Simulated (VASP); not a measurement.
# In2Au (Fm-3m) in VASP: notebook

One crystal, In2Au, is run at these levels: LDA; tasks: single point, relaxation of cell and atoms.

Program: VASP 6.6.1. These are calculated values, not measurements. Logs are shortened: lines on timing, memory, paths and dates and some standing lists are left out, and cuts for length are marked.

**1. The crystal as given**

The structure is cubic, space group Fm-3m (No. 225). The conventional cell has a = 6.478 Å, b = 6.478 Å, c = 6.478 Å, α = 90.00°, β = 90.00°, γ = 90.00°. Around In (site symmetry -43m) lie 4 Au at 2.81 Å. Au (site symmetry m-3m) is surrounded by 8 In at 2.81 Å.

**2. Single point, LDA**

Contents of INCAR:

```
PREC     = Accurate       # precision mode
ENCUT    = 520            # plane-wave cutoff, eV
EDIFF    = 1E-6           # SCF threshold, eV
ISMEAR   = 1              # smearing method
SIGMA    = 0.1            # smearing width, eV
LREAL    = False          # projectors in reciprocal space
LASPH    = True           # aspherical terms in the spheres
NELM     = 100            # most SCF steps
ALGO     = Normal         # electronic algorithm
ISIF     = 2              # what is computed and relaxed
LWAVE    = False          # write WAVECAR
LCHARG   = False          # write CHGCAR
NBANDS   = 26             # bands
```

Contents of KPOINTS:

```
Automatic mesh
0
Gamma
  6 6 6
```

Contents of POSCAR:

```
In2Au
1.0
    0.0000000000      3.2391848128      3.2391848128
    3.2391848128      0.0000000000      3.2391848128
    3.2391848128      3.2391848128      0.0000000000
In Au
2 1
Direct
    0.2500000000      0.2500000000      0.2500000000
    0.7500000000      0.7500000000      0.7500000000
    0.0000000000      0.0000000000      0.0000000000
```

Potentials or basis: VASP PAW LDA potentials, release 64 (In_d, Au).

Run with:

```console
> cat potpaw_LDA.64/In_d/POTCAR potpaw_LDA.64/Au/POTCAR > POTCAR
> mpirun -np 1 vasp_std > vasp.out
```

OUTCAR:

```text
PREC = Accurate
   ENCUT = 520
   EDIFF = 1E-6
   ISMEAR = 1
   LREAL = False
   LASPH = True
   NELM = 100
   ISIF = 2

 ion  position               nearest neighbor table
   1  0.250  0.250  0.250-   3 2.81   3 2.81   3 2.81   3 2.81   2 3.24   2 3.24   2 3.24   2 3.24
                             2 3.24   2 3.24
   2  0.750  0.750  0.750-   3 2.81   3 2.81   3 2.81   3 2.81   1 3.24   1 3.24   1 3.24   1 3.24
                             1 3.24   1 3.24
   3  0.000  0.000  0.000-   1 2.81   2 2.81   2 2.81   2 2.81   2 2.81   1 2.81   1 2.81   1 2.81

  LATTYP: Found a face centered cubic cell.
 ALAT       =     6.4783696256

  Lattice vectors:

 A1 = (   0.0000000000,   3.2391848128,   3.2391848128)
 A2 = (   3.2391848128,   0.0000000000,   3.2391848128)
 A3 = (   3.2391848128,   3.2391848128,   0.0000000000)

Analysis of symmetry for initial positions (statically):
=====================================================================
 Subroutine PRICEL returns:
 Original cell was already a primitive cell.

 Routine SETGRP: Setting up the symmetry group for a
 face centered cubic supercell.

 Subroutine GETGRP returns: Found 48 space group operations
 (whereof 48 operations were pure point group operations)
 out of a pool of 48 trial point group operations.

The static configuration has the point symmetry O_h .

Analysis of symmetry for dynamics (positions and initial velocities):
=====================================================================
 Subroutine PRICEL returns:
 Original cell was already a primitive cell.

 Routine SETGRP: Setting up the symmetry group for a
 face centered cubic supercell.

 Subroutine GETGRP returns: Found 48 space group operations
 (whereof 48 operations were pure point group operations)
 out of a pool of 48 trial point group operations.

The dynamic configuration has the point symmetry O_h .

 Subroutine INISYM returns: Found 48 space group operations
 (whereof 48 operations are pure point group operations),
 and found     1 'primitive' translations

----------------------------------------------------------------------------------------

                                     Primitive cell

  volume of cell :      67.9731

  direct lattice vectors                    reciprocal lattice vectors
     0.000000000  3.239184813  3.239184813    -0.154359825  0.154359825  0.154359825
     3.239184813  0.000000000  3.239184813     0.154359825 -0.154359825  0.154359825
     3.239184813  3.239184813  0.000000000     0.154359825  0.154359825 -0.154359825

  length of vectors
     4.580899093  4.580899093  4.580899093     0.267359059  0.267359059  0.267359059

  position of ions in fractional coordinates (direct lattice)
     0.250000000  0.250000000  0.250000000
     0.750000000  0.750000000  0.750000000
     0.000000000  0.000000000  0.000000000

  ion indices of the primitive-cell ions
   primitive index   ion index
                 1           1
                 2           2
                 3           3

----------------------------------------------------------------------------------------

 KPOINTS: Automatic mesh

Automatic generation of k-mesh.
 Grid dimensions read from file:
 generate k-points for:    6    6    6

 Generating k-lattice:

  Cartesian coordinates                     Fractional coordinates (reciprocal lattice)
    -0.025726637  0.025726637  0.025726637     0.166666667  0.000000000  0.000000000
     0.025726637 -0.025726637  0.025726637     0.000000000  0.166666667  0.000000000
     0.025726637  0.025726637 -0.025726637     0.000000000  0.000000000  0.166666667

  Length of vectors
     0.044559843  0.044559843  0.044559843

  Shift w.r.t. Gamma in fractional coordinates (k-lattice)
     0.000000000  0.000000000  0.000000000

 Subroutine IBZKPT returns following result:
 ===========================================

 Found     16 irreducible k-points:

 Following reciprocal coordinates:
            Coordinates               Weight
  0.000000  0.000000  0.000000      1.000000
  0.166667  0.000000  0.000000      8.000000
  0.333333  0.000000  0.000000      8.000000
  0.500000  0.000000  0.000000      4.000000
  0.166667  0.166667  0.000000      6.000000
  0.333333  0.166667  0.000000     24.000000
[... 8 lines left out ...]
 -0.333333  0.333333  0.166667     24.000000
 -0.333333  0.500000  0.166667     12.000000
   k-points           NKPTS =     16   k-points in BZ     NKDIM =     16   number of bands    NBANDS=     26
   number of dos      NEDOS =    301   number of ions     NIONS =      3
   total plane-waves  NPLWV =  46656
   dimension x,y,z NGX =    36 NGY =   36 NGZ =   36
   dimension x,y,z NGXF=    72 NGYF=   72 NGZF=   72
   ions per type =               2   1
   NGX,Y,Z   is equivalent  to a cutoff of  13.06, 13.06, 13.06 a.u.
   NGXF,Y,Z  is equivalent  to a cutoff of  26.13, 26.13, 26.13 a.u.
 SYSTEM =  unknown system
   PREC   = accura    normal or accurate (medium, high low for compatibility)
   ISTART =      0    job   : 0-new  1-cont  2-samecut
   ICHARG =      2    charge: 1-file 2-atom 10-const
   ISPIN  =      1    spin polarized calculation?
   LNONCOLLINEAR =      F non collinear calculations
   LSORBIT =      F    spin-orbit coupling
   LASPH  =      T    aspherical Exc in radial PAW
   ENCUT  =  520.0 eV  38.22 Ry    6.18 a.u.   8.52  8.52  8.52*2*pi/ulx,y,z
   NELM   =    100;   NELMIN=  2; NELMDL= -5     # of ELM steps
   EDIFF  = 0.1E-05   stopping-criterion for ELM
   LREAL  =      F    real-space projection
   EDIFFG = 0.1E-04   stopping-criterion for IOM
   NSW    =      0    number of steps for IOM
   IBRION =     -1    ionic relax: 0-MD 1-quasi-New 2-CG
   NFREE  =      0    steps in history (QN), initial steepest desc. (CG)
   ISIF   =      2    stress and relaxation
   ISYM   =      2    0-nonsym 1-usesym 2-fastsym
   POTIM  = 0.5000    time-step for ionic-motion
   TEBEG  =    0.0;   TEEND  =   0.0 temperature during run
   PSTRESS=    0.0 pullay stress
   NELECT =      37.0000    total number of electrons
   NUPDOWN=      -1.0000    fix difference up-down
   EMIN   =  10.00;   EMAX   =-10.00  energy-range for DOS
   EFERMI =   0.00;   METHOD = LEGACY
   ISMEAR =     1;   SIGMA  =   0.10  broadening in eV -4-tet -1-fermi 0-gaus
   EFERMI_NEDOS =   21; number of points for ismear=-14 and -15
   IALGO  =     38    algorithm
   IMIX   =      4    mixing-type and parameters
     AMIX     =   0.40;   BMIX     =  1.00
     AMIX_MAG =   1.60;   BMIX_MAG =  1.00
  volume/ion in A,a.u.               =      22.66       152.90
  Fermi-wavevector in a.u.,A,eV,Ry     =   1.336687  2.525972 24.309962  1.786732
  Thomas-Fermi vector in A             =   2.465294
   LORBIT       =      0    0 simple, 1 ext, 2 COOP (PROOUT), +10 PAW based schemes
   GGA     = CA    functional components
   LHFCALC =     F    Hartree Fock is set to
   AEXX    =    0.0000 exact exchange contribution
   IVDW    =     0    specifies the selected vdW correction
   LEPSILON=     F    determine dielectric tensor
   LRPA    =     F    only Hartree local field effects (RPA)
 non-spin polarized calculation
 Methfessel and Paxton  Order N= 1 SIGMA  =   0.10
  energy-cutoff  :      520.00
  volume of cell :       67.97
 maximum number of plane-waves:      1853
 NGX is ok and might be reduce to    36
   NGX = 17   NGY = 17   NGZ = 17

 number of electron      36.9999987 magnetization

 Free energy of the ion-electron system (eV)
  ---------------------------------------------------
  ext. energy  EPLUGINS =         0.00000000
  ---------------------------------------------------
  free energy    TOTEN  =       -11.69811577 eV

  energy without entropy =      -11.69569706  energy(sigma->0) =      -11.69730953

 E-fermi :   7.9658     XC(G=0): -11.0944

 val. band max:        7.9036461489   @ k =   0.5000   0.1667   0.0000
 cond. band min:       8.0026143491   @ k =   0.1667   0.1667   0.0000
 fundamental gap:      0.0989682003
 Fermi energy:         7.9657984915

 k-point     1 :       0.0000    0.0000    0.0000
  band No.  band energies     occupation
      1      -6.8499      2.00000
      2      -6.8499      2.00000
      3      -6.6904      2.00000
      4      -6.6904      2.00000
      5      -6.6904      2.00000
      6      -6.3990      2.00000
[... 18 lines left out ...]
     25      13.6014      0.00000
     26      13.6014      0.00000

 k-point     2 :       0.1667    0.0000    0.0000
  band No.  band energies     occupation
      1      -6.8069      2.00000
      2      -6.8069      2.00000
      3      -6.6896      2.00000
      4      -6.6701      2.00000
      5      -6.6701      2.00000
      6      -6.4168      2.00000
[... 18 lines left out ...]
     25      14.0123      0.00000
     26      14.0123      0.00000

 k-point     3 :       0.3333    0.0000    0.0000
  band No.  band energies     occupation
      1      -6.6899      2.00000
      2      -6.6899      2.00000
      3      -6.6595      2.00000
      4      -6.6147      2.00000
      5      -6.6147      2.00000
      6      -6.4673      2.00000
[... 18 lines left out ...]
     25      15.7012      0.00000
     26      15.7012      0.00000

 k-point     4 :       0.5000    0.0000    0.0000
  band No.  band energies     occupation
      1      -6.6098      2.00000
      2      -6.5509      2.00000
      3      -6.5509      2.00000
      4      -6.5448      2.00000
      5      -6.5448      2.00000
      6      -6.5344      2.00000
[... 18 lines left out ...]
     25      17.1031      0.00000
     26      17.4737      0.00000
[... 264 lines left out ...]
      1      -6.7514      2.00000
      2      -6.7111      2.00000
      3      -6.5771      2.00000
      4      -6.5651      2.00000
      5      -6.5444      2.00000
      6      -6.5402      2.00000
[... 18 lines left out ...]
     25      16.4744      0.00000
     26      17.7010      0.00000

 k-point    15 :      -0.3333    0.3333    0.1667
  band No.  band energies     occupation
      1      -6.6810      2.00000
      2      -6.6759      2.00000
      3      -6.6653      2.00000
      4      -6.6122      2.00000
      5      -6.5347      2.00000
      6      -6.5257      2.00000
[... 18 lines left out ...]
     25      16.0636      0.00000
     26      18.4686      0.00000

 k-point    16 :      -0.3333    0.5000    0.1667
  band No.  band energies     occupation
      1      -6.7380      2.00000
      2      -6.7277      2.00000
      3      -6.6707      2.00000
      4      -6.5793      2.00000
      5      -6.5346      2.00000
      6      -6.5194      2.00000
[... 18 lines left out ...]
     25      18.3432      0.00000
     26      19.3079      0.00000

------------------------ aborting loop because EDIFF is reached ----------------------------------------

  FORCE on cell =-STRESS in cart. coord.  units (eV):
  Direction    XX          YY          ZZ          XY          YZ          ZX
  --------------------------------------------------------------------------------------
  -------------------------------------------------------------------------------------
  Total        0.0079777      0.0079777      0.0079777      0.0000000     -0.0000000     -0.0000000
  in kB        0.1880402      0.1880402      0.1880402      0.0000000     -0.0000000     -0.0000000
  external PRESSURE =       0.1880402 kB  Pullay stress =       0.0000000 kB

 VOLUME and BASIS-vectors are now :
 -----------------------------------------------------------------------------
  energy-cutoff  :      520.00
  volume of cell :       67.97
      direct lattice vectors                 reciprocal lattice vectors
     0.000000000  3.239184813  3.239184813    -0.154359825  0.154359825  0.154359825
     3.239184813  0.000000000  3.239184813     0.154359825 -0.154359825  0.154359825
     3.239184813  3.239184813  0.000000000     0.154359825  0.154359825 -0.154359825

 POSITION                                       TOTAL-FORCE (eV/Angst)
 -----------------------------------------------------------------------------------
      1.61959      1.61959      1.61959        -0.000000     -0.000000     -0.000000
      4.85878      4.85878      4.85878         0.000000      0.000000      0.000000
      0.00000      0.00000      0.00000         0.000000      0.000000     -0.000000
 -----------------------------------------------------------------------------------
    total drift:                                0.000000      0.000000      0.000000

  FREE ENERGIE OF THE ION-ELECTRON SYSTEM (eV)
  ---------------------------------------------------
  free  energy   TOTEN  =       -11.6981157722 eV

  energy  without entropy=      -11.6956970589  energy(sigma->0) =      -11.69730953
```

Wall time 23 s (1 thread of Intel Xeon Platinum 8488C (Sapphire Rapids), shared host); peak memory 0.18 GiB.

Results:

```
Free energy            : -11.6981 eV
Pressure               : 0.0 GPa
Band gap on the k mesh : none (metal or under the smearing width)
```

**3. Relaxation of cell and atoms, LDA**

This run uses another cell than the first one, of 22.91 Å³/atom, 1.011 times its volume.

Contents of INCAR:

```
PREC = Accurate
ENCUT = 600
EDIFF = 1E-7
ISMEAR = 1
SIGMA = 0.1
LREAL = False
LASPH = True
NELM = 100
ALGO = Normal
ISIF = 8
LWAVE = False
LCHARG = False
GGA = CA
IBRION = 2
NSW = 50
EDIFFG = -0.03
```

Contents of KPOINTS:

```
regular mesh
0
Gamma
  6 6 6
```

Contents of POSCAR:

```
In2Au
1.0
    0.0000000000      3.2510000000      3.2510000000
    3.2510000000      0.0000000000      3.2510000000
    3.2510000000      3.2510000000      0.0000000000
In Au
2 1
Direct
    0.2500000000      0.2500000000      0.2500000000
    0.7500000000      0.7500000000      0.7500000000
    0.0000000000      0.0000000000      0.0000000000
```

Potentials or basis: VASP PAW LDA potentials, release 64 (In_d, Au).

Run with:

```console
> cat potpaw_LDA.64/In_d/POTCAR potpaw_LDA.64/Au/POTCAR > POTCAR
> mpirun -np 1 vasp_std > vasp.out
```

OUTCAR:

```text
PREC = Accurate
   ENCUT = 600
   EDIFF = 1E-7
   ISMEAR = 1
   LREAL = False
   LASPH = True
   NELM = 100
   ISIF = 8
   GGA = CA
   IBRION = 2
   NSW = 50
   EDIFFG = -0.03

 ion  position               nearest neighbor table
   1  0.250  0.250  0.250-   3 2.82   3 2.82   3 2.82   3 2.82   2 3.25   2 3.25   2 3.25   2 3.25
                             2 3.25   2 3.25
   2  0.750  0.750  0.750-   3 2.82   3 2.82   3 2.82   3 2.82   1 3.25   1 3.25   1 3.25   1 3.25
                             1 3.25   1 3.25
   3  0.000  0.000  0.000-   2 2.82   2 2.82   2 2.82   1 2.82   2 2.82   1 2.82   1 2.82   1 2.82

  LATTYP: Found a face centered cubic cell.
 ALAT       =     6.5020000000

  Lattice vectors:

 A1 = (   0.0000000000,   3.2510000000,   3.2510000000)
 A2 = (   3.2510000000,   0.0000000000,   3.2510000000)
 A3 = (   3.2510000000,   3.2510000000,   0.0000000000)

Analysis of symmetry for initial positions (statically):
=====================================================================
 Subroutine PRICEL returns:
 Original cell was already a primitive cell.

 Routine SETGRP: Setting up the symmetry group for a
 face centered cubic supercell.

[... 209 lines left out ...]

 E-fermi :   7.9724     XC(G=0): -11.0971

 val. band max:        7.9098104671   @ k =   0.5000   0.1667   0.0000
 cond. band min:       8.0115714546   @ k =   0.1667   0.1667   0.0000
 fundamental gap:      0.1017609875
 Fermi energy:         7.9723733952

 k-point     1 :       0.0000    0.0000    0.0000
  band No.  band energies     occupation
      1      -6.8447      2.00000
      2      -6.8447      2.00000
      3      -6.6849      2.00000
      4      -6.6849      2.00000
      5      -6.6849      2.00000
      6      -6.3931      2.00000
[... 389 lines left out ...]
     21      11.9516      0.00000
     22      13.6084      0.00000

------------------------ aborting loop because EDIFF is reached ----------------------------------------

  FORCE on cell =-STRESS in cart. coord.  units (eV):
  Direction    XX          YY          ZZ          XY          YZ          ZX
  --------------------------------------------------------------------------------------
  -------------------------------------------------------------------------------------
  Total        0.0482578      0.0482578      0.0482578     -0.0000000     -0.0000000      0.0000000
  in kB        1.1380704      1.1380704      1.1380704     -0.0000000     -0.0000000      0.0000000
  external PRESSURE =       1.1380704 kB  Pullay stress =       0.0000000 kB

 VOLUME and BASIS-vectors are now :
 -----------------------------------------------------------------------------
  energy-cutoff  :      600.00
  volume of cell :       67.94
      direct lattice vectors                 reciprocal lattice vectors
     0.000000000  3.238616802  3.238616802    -0.154386897  0.154386897  0.154386897
     3.238616802  0.000000000  3.238616802     0.154386897 -0.154386897  0.154386897
     3.238616802  3.238616802  0.000000000     0.154386897  0.154386897 -0.154386897

 POSITION                                       TOTAL-FORCE (eV/Angst)
 -----------------------------------------------------------------------------------
      1.61931      1.61931      1.61931         0.000000      0.000000      0.000000
      4.85793      4.85793      4.85793        -0.000000     -0.000000     -0.000000
      6.47723      3.23862      3.23862         0.000000      0.000000     -0.000000
 -----------------------------------------------------------------------------------
    total drift:                               -0.000000     -0.000000      0.000000

  FREE ENERGIE OF THE ION-ELECTRON SYSTEM (eV)
  ---------------------------------------------------
  free  energy   TOTEN  =       -11.6981359776 eV

  energy  without entropy=      -11.6957688723  energy(sigma->0) =      -11.69734694

 reached required accuracy - stopping structural energy minimisation
```

Wall time 55 s (1 thread of Intel Xeon Platinum 8488C (Sapphire Rapids), shared host); peak memory 0.2 GiB.

What came out:

```yaml
Free_energy: -11.6981 eV
Relaxed_volume: 22.65 Å³/atom
Relaxed_cell: a = 4.580 Å, b = 4.580 Å, c = 4.580 Å, α = 60.00°, β = 60.00°, γ = 60.00°
Space_group_after_relaxing_to_0.05_Å: Fm-3m (No. 225)
Energy_gained_by_relaxing: 0.4 meV/atom
Ionic_steps: 2
Pressure_after_relaxing: 0.1 GPa
Band_gap_on_the_k_mesh: none (metal or under the smearing width)
```

The path:
| step | energy change (eV) | largest force (eV/Å) | pressure (GPa) | volume (Å³) |
| --- | --- | --- | --- | --- |
| 1 | 0.0000 | 0.0000 | -0.55 | 68.72 |
| 2 | -0.0011 | 0.0000 | 0.11 | 67.94 |

Final structure:
```yaml
crystal:
  lattice:
    - [0.00000, 3.23862, 3.23862]
    - [3.23862, 0.00000, 3.23862]
    - [3.23862, 3.23862, 0.00000]
  atoms:
    - { symbol: In, position: [0.25000, 0.25000, 0.25000] }
    - { symbol: In, position: [0.75000, 0.75000, 0.75000] }
    - { symbol: Au, position: [0.00000, 0.00000, 0.00000] }
```

Levels at points of the mesh, in eV from the Fermi level:
| k point | band 16 | band 17 | band 18 | band 19 | band 20 | band 21 |
| --- | --- | --- | --- | --- | --- | --- |
| (0.00, 0.00, 0.00) | -4.77 | 0.29 | 3.16 | 3.16 | 3.16 | 3.84 |
| (0.50, 0.00, 0.00) | -4.78 | -4.66 | 0.91 | 0.91 | 1.83 | 2.81 |
| (0.50, 0.50, 0.00) | -4.80 | -4.23 | -1.89 | -1.89 | -0.21 | 2.51 |

The run has no spin-orbit coupling, so splittings on Au are missing. Zero-point motion and thermal expansion aren't in these numbers.
